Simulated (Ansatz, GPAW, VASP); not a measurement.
One structure in several programs: MnPt₃ (Pm-3m, 4 atoms in the cell)

Self-consistent single point, at a second geometry (lattice scaled by 0.98). First geometry:

```
CELL_PARAMETERS angstrom
      3.95750     0.00000     0.00000
      0.00000     3.95750     0.00000
      0.00000     0.00000     3.95750
ATOMIC_POSITIONS crystal
  Mn 0.00000 0.00000 0.00000
  Pt 0.00000 0.50000 0.50000
  Pt 0.50000 0.00000 0.50000
  Pt 0.50000 0.50000 0.00000
```
Moments meant for the start (each program seeds them in its own way; μB, in the order of the atoms Mn Pt Pt Pt): 4.0 0.0 0.0 0.0.

Shared settings, as Ansatz (a quantum-chemistry and plane-wave program) writes them: kpoints.mp_grid.grid = 9 9 9; scf.occupations.method = fermi_dirac; scf.occupations.width = 0.1 eV. Potentials and cutoffs stand in the table.

```csv
code,model,ΔF from the first geometry (meV/atom),pressure (GPa),size of the net moment (μB/atom),cutoff
VASP,"LDA (PZ), VASP's LDA PAW potentials (set 64)",-74.6,-7.57,1.02,300 eV
Ansatz,"LDA (PW92), default PAW files made with PBE",-76.5,-7.16,1.03,default
GPAW,"LDA (Perdew-Wang 92), GPAW PAW datasets LDA (gpaw-data 1.0.1)",-77.9,-7.57,1.02,850 eV
```

For VASP (by 0.7 GPa) the energy change implies a higher mean pressure, against the two pressures, than for the other programs: a sign of finite-basis (Pulay) stress.

On Ansatz's run: spin-orbit coupling is off. With one magnetic atom in the cell only a parallel order is possible.

The spread over the programs that give each value: ΔF from the first geometry within 3.3 meV/atom; pressure within 0.41 GPa; size of the net moment within 0.01 μB/atom.

Ansatz's pressure is given at a fixed set of plane waves, as the other plane-wave codes print theirs; with its correction for the finite basis it is -7.11 GPa. The same LDA comes in different parametrisations, which differ slightly.

VASP's run is marked for a possible Pulay error in its stress at this cutoff; no cutoff test was made.

The starting cell comes from a database of computed structures (which also holds hypothetical and non-ambient phases and stackings), without a prior relaxation at this level. Its lattice was rescaled by a random factor within 2.5 % of one. For this run, on top of that: lattice scaled by 0.98.

Left out of this page: Quantum ESPRESSO, Elk, FLEUR and SIESTA (not drawn, or without a comparable value).

Keys are those of Ansatz 0.2.
